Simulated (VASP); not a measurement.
Consider the following.

```xyz
1
Lattice="0.0000 1.8050 1.8050 1.8050 0.0000 1.8050 1.8050 1.8050 0.0000" Properties=species:S:1:pos:R:3 pbc="T T T"
Cu     0.0000     0.0000     0.0000
```

Level of theory: PBE GGA with D3 dispersion (Becke-Johnson damping), VASP's PBE PAW potentials (set 64) (plane waves; VASP 6.6.1). Numerical set-up: 520 eV cut-off, 16×16×16 Γ-centred mesh, first-order Methfessel-Paxton smearing of 0.10 eV, potentials Cu.

Energy and stress use the plane-wave basis of the starting cell.

Problem. The ions, cell shape and volume are relaxed. What does this cell relax into?

Solution. 
```xyz
1
Lattice="0.0000 1.7841 1.7841 1.7841 0.0000 1.7841 1.7841 1.7841 0.0000" Properties=species:S:1:pos:R:3 pbc="T T T"
Cu     0.0000     0.0000     0.0000
```
Space group Fm-3m (225), at a tolerance of 0.03 Å.

Problem. How do energy and volume change from the first to the last step?

Solution. The energy (σ→0) changes by -7.0 meV/atom and the volume by -3.4 %, in 3 ionic steps.

| step | E(σ→0) (eV) | max force (eV/Å) | pressure (GPa) | volume (Å³) |
|---|---|---|---|---|
| 1 | -4.3112 | 0.000 | -5.30 | 11.76 |
| 2 | -4.3154 | 0.000 | 3.86 | 11.11 |
| 3 | -4.3182 | 0.000 | -0.01 | 11.36 |

The compound is Cu in the fcc structure. This run relaxes it. Symmetry was kept, so distortions that lower it aren't found.
